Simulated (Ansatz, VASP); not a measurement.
## Cross-check of LiHgBr3 between VASP and Ansatz

One calculation is typed for both programs; each brings its own data sets. How far apart do they land? The cell is generated by rule, not measured, and may not be a known phase. Of the first pair: The cell is taken from a series of runs on this material, whose earlier steps may have relaxed, scaled, displaced or heated it; both programs get it as it stands.

Main program and level: Ansatz 0.2.0; plane waves, with VASP 6.6.1 beside it; relaxation of cell and atoms at PBEsol.

**1. Starting point**

It takes space group Pm-3m (No. 221, cubic). The conventional cell has a = 5.457 Å, b = 5.457 Å, c = 5.457 Å, α = 90.00°, β = 90.00°, γ = 90.00°. Li has 12 Br at 3.86 Å nearest. Nearest to Hg lie 6 Br at 2.73 Å. Nearest to Br lie 2 Hg at 2.73 Å. Farther neighbours and most contacts between anions are not listed.

Structure file:

```xyz
5
Lattice="5.4567 0.0000 0.0000 0.0000 5.4567 0.0000 0.0000 0.0000 5.4567" Properties=species:S:1:pos:R:3 pbc="T T T"
Li    0.0000    0.0000    0.0000
Hg    2.7284    2.7284    2.7284
Br    0.0000    2.7284    2.7284
Br    2.7284    0.0000    2.7284
Br    2.7284    2.7284    0.0000
```

**2. VASP: relaxation of cell and atoms, PBEsol, pair 1**

The relaxed volume is the usual yardstick between codes: in a stiff, nearly cubic crystal its relative difference is about their pressure difference at one cell divided by the bulk modulus.

Lines of VASP's logs that name or quote its potential files are left out, and so is its time.

The input, INCAR:

```
SYSTEM = LiHgBr3
PREC = Accurate
ENCUT = 750
EDIFF = 1E-07
NELM = 120
ISMEAR = 0
SIGMA = 0.1
LREAL = .FALSE.
ALGO = Normal
GGA = PS
NBANDS = 24
LORBIT = 11
LWAVE = .FALSE.
LCHARG = .FALSE.
ISIF = 3
IBRION = 2
NSW = 80
EDIFFG = -0.005
LASPH = .TRUE.
GGA_COMPAT = .FALSE.
NELMIN = 4
KPAR = 2
```

The input, POSCAR:

```
LiHgBr3
1.0
    5.4567120000      0.0000000000      0.0000000000
    0.0000000000      5.4567120000      0.0000000000
    0.0000000000      0.0000000000      5.4567120000
Li Hg Br
1 1 3
Direct
    0.0000000000      0.0000000000      0.0000000000
    0.5000000000      0.5000000000      0.5000000000
    0.0000000000      0.5000000000      0.5000000000
    0.5000000000      0.0000000000      0.5000000000
    0.5000000000      0.5000000000      0.0000000000
```

The input, KPOINTS:

```
Automatic mesh
0
Gamma
8 8 8
0 0 0
```

The projector-augmented-wave data sets are Li_sv, Hg and Br (PBE family, release 64).

Run with:

```sh
> mpirun -np 2 vasp_std
```

Numbers of over 12 decimals in the logs are rounded to 6 here.

The program printed:

```text
[banner, memory and clock lines left out]
running    2 mpi-ranks, on    1 nodes
 distrk:  each k-point on    1 cores,    2 groups
 distr:  one band on    1 cores,    1 groups

 POSCAR found type information on POSCAR LiHgBr
 POSCAR found :  3 types and       5 ions
|                                                                             |
|               ----> ADVICE to this user running VASP <----                  |
|                                                                             |
|     You enforced a specific xc type in the INCAR file but a different       |
|     [... a line on the potential file left out ...]
|     I HOPE YOU KNOW WHAT YOU ARE DOING!                                     |
|                                                                             |

 LDA part: xc-table for (Slater+PW92), standard interpolation
 POSCAR, INCAR and KPOINTS ok, starting setup
 FFT: planning ... GRIDC
 FFT: planning ... GRID_SOFT
 FFT: planning ... GRID
 WAVECAR not read
 entering main loop
       N       E                     dE             d eps       ncg     rms          rms(c)
DAV:   1     0.286504022609E+03    0.28650E+03   -0.17811E+04  1680   0.172E+03
DAV:   2     0.133193840903E+02   -0.27318E+03   -0.26138E+03  2072   0.299E+02
DAV:   3    -0.107970483435E+02   -0.24116E+02   -0.23951E+02  2056   0.869E+01
DAV:   4    -0.117925684365E+02   -0.99552E+00   -0.99335E+00  2808   0.144E+01
DAV:   5    -0.118036395226E+02   -0.11071E-01   -0.11068E-01  2080   0.164E+00    0.107E+01
DAV:   6    -0.110080539351E+02    0.79559E+00   -0.14645E+00  2120   0.147E+01    0.812E+00
DAV:   7    -0.109378865018E+02    0.70167E-01   -0.78114E-01  2144   0.536E+00    0.346E+00
DAV:   8    -0.109350913055E+02    0.27952E-02   -0.15591E-01  1936   0.401E+00    0.830E-01
DAV:   9    -0.109337515906E+02    0.13397E-02   -0.23928E-02  2136   0.181E+00    0.278E-01
DAV:  10    -0.109346438976E+02   -0.89231E-03   -0.46094E-03  2184   0.589E-01    0.134E-01
DAV:  11    -0.109348189185E+02   -0.17502E-03   -0.13202E-03  2136   0.308E-01    0.120E-01
DAV:  12    -0.109347205487E+02    0.98370E-04   -0.70013E-04  1984   0.241E-01    0.261E-02
DAV:  13    -0.109347238707E+02   -0.33220E-05   -0.48000E-05  2144   0.409E-02    0.177E-02
DAV:  14    -0.109347231813E+02    0.68946E-06   -0.23201E-06  2376   0.121E-02    0.920E-03
DAV:  15    -0.109347228611E+02    0.32018E-06   -0.16406E-06  1944   0.104E-02    0.146E-03
DAV:  16    -0.109347229195E+02   -0.58347E-07   -0.15858E-07  1776   0.290E-03
   1 F= -.10934723E+02 E0= -.10933489E+02  d E =-.109347E+02
 curvature:   0.00 expect dE= 0.000E+00 dE for cont linesearch  0.000E+00
 trial: gam= 0.00000 g(F)=  0.000E+00 g(S)=  0.144E-02 ort = 0.000E+00 (trialstep = 0.100E+01)
 search vector abs. value=  0.144E-02
 bond charge predicted
       N       E                     dE             d eps       ncg     rms          rms(c)
DAV:   1    -0.109457488217E+02   -0.11026E-01   -0.21838E-01  1896   0.367E+00    0.684E-01
DAV:   2    -0.109369897747E+02    0.87590E-02   -0.19953E-02  2032   0.131E+00    0.264E-01
DAV:   3    -0.109356954273E+02    0.12943E-02   -0.35727E-03  1984   0.414E-01    0.246E-01
DAV:   4    -0.109355457943E+02    0.14963E-03   -0.26753E-04  1864   0.102E-01    0.477E-02
DAV:   5    -0.109355263992E+02    0.19395E-04   -0.80032E-05  2176   0.860E-02    0.186E-02
DAV:   6    -0.109355261356E+02    0.26360E-06   -0.93845E-06  1960   0.214E-02    0.810E-03
DAV:   7    -0.109355260846E+02    0.51001E-07   -0.92625E-07  1800   0.992E-03
   2 F= -.10935526E+02 E0= -.10934263E+02  d E =-.803165E-03
 trial-energy change:   -0.000803  1 .order   -0.000799   -0.001438   -0.000159
 step:   1.1220(harm=  1.1247)  dis= 0.00000  next Energy=   -10.935536 (dE=-0.813E-03)
 reached required accuracy - stopping structural energy minimisation
```

Parts of OUTCAR (step 2):

```text
ion  position               nearest neighbor table
   1  0.000  0.000  0.000-
   2  0.500  0.500  0.500-   3 2.73   4 2.73   5 2.73   5 2.73   4 2.73   3 2.73
   3  0.000  0.500  0.500-   2 2.73   2 2.73
   4  0.500  0.000  0.500-   2 2.73   2 2.73
   5  0.500  0.500  0.000-   2 2.73   2 2.73

  LATTYP: Found a simple cubic cell.
 ALAT       =     5.4567120000

 Subroutine GETGRP returns: Found 48 space group operations
 (whereof 48 operations were pure point group operations)

The static configuration has the point symmetry O_h .

 Found     35 irreducible k-points:

   k-points           NKPTS =     35   k-points in BZ     NKDIM =     35   number of bands    NBANDS=     24

   dimension x,y,z NGX =    50 NGY =   50 NGZ =   50
   dimension x,y,z NGXF=   100 NGYF=  100 NGZF=  100

   ENCUT  =  750.0 eV  55.12 Ry    7.42 a.u.  12.18 12.18 12.18*2*pi/ulx,y,z

   NELECT =      36.0000    total number of electrons

 k-points in reciprocal lattice and weights: Automatic mesh
   0.00000000  0.00000000  0.00000000       0.002
   0.12500000  0.00000000  0.00000000       0.012
   0.25000000  0.00000000  0.00000000       0.012
   0.37500000  0.00000000  0.00000000       0.012
   0.50000000  0.00000000  0.00000000       0.006
   0.12500000  0.12500000  0.00000000       0.023
   0.25000000  0.12500000  0.00000000       0.047
   0.37500000  0.12500000  0.00000000       0.047
   0.50000000  0.12500000  0.00000000       0.023
[...]
0.50000000  0.50000000  0.37500000       0.012
   0.50000000  0.50000000  0.50000000       0.002

 average (electrostatic) potential at core
       1 -66.8987       2 -42.4274       3 -64.8433       4 -64.8433       5 -64.8433

 E-fermi :  -0.0828

 k-point     1 :       0.0000    0.0000    0.0000
  band No.  band energies     occupation
    ...
     15      -1.5068      2.00000
     16      -1.4751      2.00000
     17      -1.3625      2.00000
     18      -1.3625      2.00000
     19      -1.3625      2.00000
     20       2.3171      0.00000
     21       6.3088      0.00000
     22       6.3088      0.00000
     23       6.6811      0.00000
     24       6.6811      0.00000

 k-point     2 :       0.1250    0.0000    0.0000
  band No.  band energies     occupation
    ...
     15      -1.5141      2.00000
     16      -1.5141      2.00000
     17      -1.3748      2.00000
     18      -1.3748      2.00000
     19      -0.6309      2.00000
     20       2.4675      0.00000
     21       5.8758      0.00000
     22       6.4550      0.00000
     23       6.4550      0.00000
     24       6.4892      0.00000

 k-point     3 :       0.2500    0.0000    0.0000
  band No.  band energies     occupation
    ...
     14      -1.5942      2.00000
     15      -1.5452      2.00000
     16      -1.5452      2.00000
     17      -1.3937      2.00000
     18      -1.3937      2.00000
     19       0.4901      0.00000
     20       2.8703      0.00000
     21       5.2811      0.00000
     22       6.1363      0.00000
     23       6.1363      0.00000
    ...

  Total        0.0247122      0.0247122      0.0247122     -0.0000000     -0.0000000     -0.0000000
  in kB        0.2421190      0.2421190      0.2421190     -0.0000000     -0.0000000     -0.0000000
  external PRESSURE =       0.2421190 kB  Pullay stress =       0.0000000 kB

  energy-cutoff  :      750.00
  volume of cell :      163.53
      direct lattice vectors                 reciprocal lattice vectors
     5.468448758  0.000000000  0.000000000     0.182867216 -0.000000000  0.000000000
     0.000000000  5.468448758  0.000000000    -0.000000000  0.182867216  0.000000000
    -0.000000000 -0.000000000  5.468448758    -0.000000000 -0.000000000  0.182867216

 POSITION                                       TOTAL-FORCE (eV/Angst)
 -----------------------------------------------------------------------------------
      0.00000      0.00000      0.00000         0.000000      0.000000      0.000000
      2.73422      2.73422      2.73422         0.000000      0.000000      0.000000
     -0.00000      2.73422      2.73422         0.000000     -0.000000      0.000000
      2.73422      0.00000      2.73422         0.000000     -0.000000      0.000000
      2.73422      2.73422      0.00000        -0.000000     -0.000000      0.000000
 -----------------------------------------------------------------------------------
    total drift:                                0.000000     -0.000000      0.000000

  FREE ENERGIE OF THE ION-ELECTRON SYSTEM (eV)
  ---------------------------------------------------
  free  energy   TOTEN  =       -10.9355260846 eV

  energy  without entropy=      -10.9330003224  energy(sigma->0) =      -10.93426320

 reached required accuracy - stopping structural energy minimisation

 total charge
# of ion       s       p       d       tot
------------------------------------------
    1        1.985   0.004   0.000   1.990
    2        0.647   0.331   9.427  10.405
    3        1.611   3.195   0.016   4.822
    4        1.611   3.195   0.016   4.822
    5        1.611   3.195   0.016   4.822
--------------------------------------------------
tot          7.465   9.921   9.474  26.861

[... 3 further parts left out ...]
```

CONTCAR:

```
LiHgBr3
   1.00000000000000
     5.4684487584536470    0.0000000000000000    0.0000000000000000
     0.0000000000000000    5.4684487584536470    0.0000000000000000
    -0.0000000000000000   -0.0000000000000000    5.4684487584536470
  Li              Hg              Br
     1     1     3
Direct
     0.0000000000000000    0.0000000000000000    0.0000000000000000
     0.5000000000000000    0.5000000000000000    0.5000000000000000
     0.0000000000000000    0.5000000000000000    0.5000000000000000
     0.5000000000000000    0.0000000000000000    0.5000000000000000
     0.5000000000000000    0.5000000000000000    0.0000000000000000
```

The PAW data sets were made with PBE, which is usual practice but a small mismatch for other functionals. The run keeps the 48 symmetry operations of its start, so it cannot find a distortion of lower symmetry.

(Part 1 of 3 ends here.)

[Lines on the potential files, build, host, timing and source positions are cut from VASP's logs without a mark.]

[Logs are printed without paths, hosts, clocks, repeated set-up lines and the standing remarks that a program may print on its own settings, such as how far it seeks lower states.]

[Hosts, paths, dates, database ids (printed as entryN), source tags and the programs' standing remarks are cut or masked in the printed files.]
